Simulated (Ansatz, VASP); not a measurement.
# MnS: VASP beside Ansatz

Aim: how closely do two programs agree when they are given the same cell, functional and k mesh?

Program: Ansatz 0.2.0. Level of theory: plane waves, with VASP 6.6.1 beside it; relaxation of cell and atoms at revPBE. Results are calculated unless marked as measured.

**1. Set-up**

The structure is trigonal, space group R-3m (No. 166). The conventional cell has a = 3.660 Å, b = 3.660 Å, c = 8.913 Å, α = 90.00°, β = 90.00°, γ = 120.00°. Nearest to Mn lie 6 S at 2.58 Å. Nearest to S lie 6 Mn at 2.58 Å. Farther neighbours and most contacts between anions are not listed.

Structure file:

```xyz
2
Lattice="1.8300 1.0565 2.9709 -1.8300 1.0565 2.9709 0.0000 -2.1131 2.9709" Properties=species:S:1:pos:R:3 pbc="T T T"
Mn    0.0000    0.0000    0.0000
S     0.0000    0.0000    4.4564
```

**2. VASP: relaxation of cell and atoms, revPBE**

The relaxed volume is the usual yardstick between codes: its relative difference is about their pressure difference at one cell divided by the bulk modulus.

Lines of VASP's logs that name or quote its potential files are left out, and so is its time.

INCAR reads:

```
SYSTEM = MnS
PREC = Accurate
ENCUT = 400
EDIFF = 1E-06
NELM = 100
ISMEAR = 0
SIGMA = 0.05
LREAL = .FALSE.
ALGO = Normal
GGA = RE
ISPIN = 2
MAGMOM = 4 0
LMAXMIX = 4
LORBIT = 11
LWAVE = .FALSE.
LCHARG = .FALSE.
IBRION = 2
NSW = 60
ISIF = 3
EDIFFG = -0.01
```

POSCAR reads:

```
MnS
1.0
    1.8299960138      1.0565486912      2.9709202777
   -1.8299960138      1.0565486912      2.9709202777
    0.0000000000     -2.1130973823      2.9709202777
Mn S
1 1
Direct
    0.0000000000      0.0000000000      0.0000000000
    0.5000000000      0.5000000000      0.5000000000
```

KPOINTS reads:

```
Automatic mesh
0
Gamma
8 8 8
0 0 0
```

PAW data sets: Mn_pv and S (PBE family, release 64).

Run with:

```console
> mpirun -np 1 vasp_std
```

Numbers of over 12 decimals in the logs are rounded to 6 here.

The program printed:

```text
[banner, memory and clock lines left out]
running    1 mpi-ranks, on    1 nodes
 distrk:  each k-point on    1 cores,    1 groups
 distr:  one band on    1 cores,    1 groups

 POSCAR found type information on POSCAR MnS
 POSCAR found :  2 types and       2 ions
|                                                                             |
|               ----> ADVICE to this user running VASP <----                  |
|                                                                             |
|     You enforced a specific xc type in the INCAR file but a different       |
|     [... a line on the potential file left out ...]
|     I HOPE YOU KNOW WHAT YOU ARE DOING!                                     |
|                                                                             |

 LDA part: xc-table for (Slater+PW92), standard interpolation
 POSCAR, INCAR and KPOINTS ok, starting setup
 FFT: planning ... GRIDC
 FFT: planning ... GRID_SOFT
 FFT: planning ... GRID
 WAVECAR not read
 entering main loop
       N       E                     dE             d eps       ncg     rms          rms(c)
DAV:   1     0.119243230938E+03    0.11924E+03   -0.94838E+03  4108   0.109E+03
DAV:   2    -0.924765306170E+01   -0.12849E+03   -0.12281E+03  4215   0.302E+02
DAV:   3    -0.145346847439E+02   -0.52870E+01   -0.52581E+01  4769   0.685E+01
DAV:   4    -0.145997232676E+02   -0.65039E-01   -0.65015E-01  4679   0.786E+00
DAV:   5    -0.146009646114E+02   -0.12413E-02   -0.12413E-02  4899   0.110E+00    0.120E+01
DAV:   6    -0.135693688493E+02    0.10316E+01   -0.83563E+00  4090   0.361E+01    0.112E+01
DAV:   7    -0.135359505781E+02    0.33418E-01   -0.87480E-01  3954   0.137E+01    0.650E+00
DAV:   8    -0.135434948338E+02   -0.75443E-02   -0.53867E-02  4832   0.235E+00    0.339E+00
DAV:   9    -0.135395856760E+02    0.39092E-02   -0.13522E-02  4313   0.143E+00    0.286E-01
DAV:  10    -0.135402009324E+02   -0.61526E-03   -0.27384E-03  4517   0.468E-01    0.127E-01
DAV:  11    -0.135402309613E+02   -0.30029E-04   -0.25132E-04  4368   0.157E-01    0.949E-02
DAV:  12    -0.135402716103E+02   -0.40649E-04   -0.69407E-05  4348   0.706E-02    0.714E-02
DAV:  13    -0.135402826322E+02   -0.11022E-04   -0.11966E-05  4677   0.315E-02    0.345E-02
DAV:  14    -0.135402882563E+02   -0.56241E-05   -0.14097E-05  4089   0.406E-02    0.102E-02
DAV:  15    -0.135402890120E+02   -0.75568E-06   -0.12692E-06  3839   0.982E-03
   1 F= -.13540289E+02 E0= -.13539951E+02  d E =-.135403E+02  mag=     4.6724
[...]
2 F= -.13540465E+02 E0= -.13540109E+02  d E =-.176213E-03  mag=     4.6733
[...]
3 F= -.13540446E+02 E0= -.13540070E+02  d E =-.156996E-03  mag=     4.6749
[...]
4 F= -.13540471E+02 E0= -.13540108E+02  d E =-.182390E-03  mag=     4.6740
 curvature:  -0.44 expect dE=-0.294E-04 dE for cont linesearch -0.149E-06
 trial: gam= 0.25655 g(F)=  0.384E-59 g(S)=  0.661E-04 ort =-0.997E-05 (trialstep = 0.107E+01)
 search vector abs. value=  0.805E-04
 bond charge predicted
       N       E                     dE             d eps       ncg     rms          rms(c)
DAV:   1    -0.135409085893E+02   -0.43710E-03   -0.12149E-02  4173   0.123E+00    0.190E-01
DAV:   2    -0.135405767593E+02    0.33183E-03   -0.12609E-03  4194   0.571E-01    0.160E-01
DAV:   3    -0.135405518724E+02    0.24887E-04   -0.66464E-05  4446   0.114E-01    0.621E-02
DAV:   4    -0.135405302282E+02    0.21644E-04   -0.32549E-05  4846   0.504E-02    0.252E-02
DAV:   5    -0.135405257352E+02    0.44930E-05   -0.73635E-06  4340   0.377E-02    0.128E-02
DAV:   6    -0.135405257710E+02   -0.35801E-07   -0.16361E-06  2684   0.113E-02
   5 F= -.13540526E+02 E0= -.13540169E+02  d E =-.543694E-04  mag=     4.6734
 trial-energy change:   -0.000054  1 .order   -0.000048   -0.000068   -0.000029
 step:   1.4230(harm=  1.8673)  dis= 0.00000  next Energy=   -13.540531 (dE=-0.595E-04)
 reached required accuracy - stopping structural energy minimisation
```

From OUTCAR (step 2):

```text
ion  position               nearest neighbor table
   1  0.000  0.000  0.000-   2 2.58   2 2.58   2 2.58   2 2.58   2 2.58   2 2.58
   2  0.500  0.500  0.500-   1 2.58   1 2.58   1 2.58   1 2.58   1 2.58   1 2.58

  LATTYP: Found a trigonal (rhomboedric) cell.
 ALAT       =     3.6457575130
 COS(alpha) =     0.4960879726

 Subroutine GETGRP returns: Found 12 space group operations
 (whereof 12 operations were pure point group operations)

The static configuration has the point symmetry D_3d.

 Found     65 irreducible k-points:

   k-points           NKPTS =     65   k-points in BZ     NKDIM =     65   number of bands    NBANDS=     15

   dimension x,y,z NGX =    24 NGY =   24 NGZ =   24
   dimension x,y,z NGXF=    48 NGYF=   48 NGZF=   48

   ENCUT  =  400.0 eV  29.40 Ry    5.42 a.u.   5.95  5.95  5.95*2*pi/ulx,y,z

   NELECT =      19.0000    total number of electrons

 k-points in reciprocal lattice and weights: Automatic mesh
   0.00000000  0.00000000  0.00000000       0.002
   0.12500000  0.00000000  0.00000000       0.012
   0.25000000  0.00000000  0.00000000       0.012
   0.37500000  0.00000000 -0.00000000       0.012
   0.50000000  0.00000000  0.00000000       0.006
   0.12500000  0.12500000  0.00000000       0.012
   0.25000000  0.12500000 -0.00000000       0.023
   0.37500000  0.12500000  0.00000000       0.023
   0.50000000  0.12500000 -0.00000000       0.023
[...]
-0.37500000  0.50000000  0.37500000       0.012
   0.50000000  0.50000000  0.50000000       0.002

 average (electrostatic) potential at core
       1 -68.3793       2 -85.1115

 E-fermi :   7.0475

 spin component 1
 k-point     1 :       0.0000    0.0000    0.0000
  band No.  band energies     occupation
    ...
      8       3.6444      1.00000
      9       3.6444      1.00000
     10       5.0591      1.00000
     11       5.0591      1.00000
     12       5.0675      1.00000
     13       8.8910      0.00000
     14      15.5779      0.00000
     15      15.5779      0.00000

 k-point     2 :       0.1250    0.0000    0.0000
  band No.  band energies     occupation
    ...
      8       3.6357      1.00000
      9       3.6369      1.00000
     10       4.5167      1.00000
     11       5.5731      1.00000
     12       5.5782      1.00000
     13       9.8082      0.00000
     14      14.4871      0.00000
     15      15.4479      0.00000

 k-point     3 :       0.2500    0.0000    0.0000
  band No.  band energies     occupation
    ...
      8       3.8142      1.00000
      9       3.8157      1.00000
     10       4.3205      1.00000
     11       6.4124      1.00000
     12       6.4149      1.00000
     13      10.6665      0.00000
     14      14.0174      0.00000
     15      14.1834      0.00000

 k-point     4 :       0.3750    0.0000   -0.0000
  band No.  band energies     occupation
    ...
      6       2.1506      1.00000
      7       2.1549      1.00000
      8       4.0056      1.00000
      9       4.0071      1.00000
     10       4.4122      1.00000
     11       7.1170      0.02466
     12       7.1172      0.02428
     13      10.1772      0.00000
     14      12.8896      0.00000
     15      12.8982      0.00000

 k-point     5 :       0.5000    0.0000    0.0000
  band No.  band energies     occupation
    ...
      6       2.0013      1.00000
      7       2.0058      1.00000
      8       4.0883      1.00000
      9       4.0899      1.00000
     10       4.4801      1.00000
     11       7.4117      0.00000
     12       7.4126      0.00000
     13       9.8345      0.00000
     14      12.3714      0.00000
     15      12.3807      0.00000

 k-point     6 :       0.1250    0.1250    0.0000
  band No.  band energies     occupation
    ...
      8       3.4696      1.00000
      9       3.6819      1.00000
     10       5.1112      1.00000
     11       5.1161      1.00000
     12       5.2596      1.00000
     13      10.2344      0.00000
     14      14.4530      0.00000
     15      15.1135      0.00000

  Total       -0.0143131     -0.0143131      0.0048647      0.0000000      0.0000000     -0.0000000
  in kB       -0.6631875     -0.6631875      0.2254024      0.0000000      0.0000000     -0.0000000
  external PRESSURE =      -0.3669908 kB  Pullay stress =       0.0000000 kB

  energy-cutoff  :      400.00
  volume of cell :       34.58
      direct lattice vectors                 reciprocal lattice vectors
     1.829041521  1.055997615  2.983808286     0.273367222  0.157828639  0.111714058
    -1.829041521  1.055997615  2.983808286    -0.273367222  0.157828639  0.111714058
     0.000000000 -2.111995229  2.983808286     0.000000000 -0.315657279  0.111714058

 POSITION                                       TOTAL-FORCE (eV/Angst)
 -----------------------------------------------------------------------------------
      0.00000      2.11200      5.96762         0.000000      0.000000     -0.000000
      0.00000      0.00000      4.47571        -0.000000     -0.000000      0.000000
 -----------------------------------------------------------------------------------
    total drift:                                0.000000      0.000000     -0.000000

  FREE ENERGIE OF THE ION-ELECTRON SYSTEM (eV)
  ---------------------------------------------------
  free  energy   TOTEN  =       -13.5405257710 eV

  energy  without entropy=      -13.5398125112  energy(sigma->0) =      -13.54016914

 reached required accuracy - stopping structural energy minimisation

 total charge
# of ion       s       p       d       tot
------------------------------------------
    1        0.215   6.168   4.931  11.314
    2        1.330   2.415   0.000   3.745
--------------------------------------------------
tot          1.544   8.584   4.931  15.059

 magnetization (x)
# of ion       s       p       d       tot
------------------------------------------
    1        0.052   0.041   4.149   4.242
    2        0.026   0.066   0.000   0.093
--------------------------------------------------
tot          0.078   0.107   4.149   4.334

[... 6 further parts left out ...]
```

The cell holds one magnetic atom, so no antiferromagnetic order fits into it. The run keeps the 12 symmetry operations of its start, so it cannot find a distortion of lower symmetry.

(Part 1 of 2 ends here.)

[Lines on the potential files, build, host, timing and source positions are cut from VASP's logs without a mark.]

[Logs are printed without paths, hosts, clocks, repeated set-up lines and the standing remarks that a program may print on its own settings, such as how far it seeks lower states.]

[Hosts, paths, dates, database ids (printed as entryN), source tags and the programs' standing remarks are cut or masked in the printed files.]
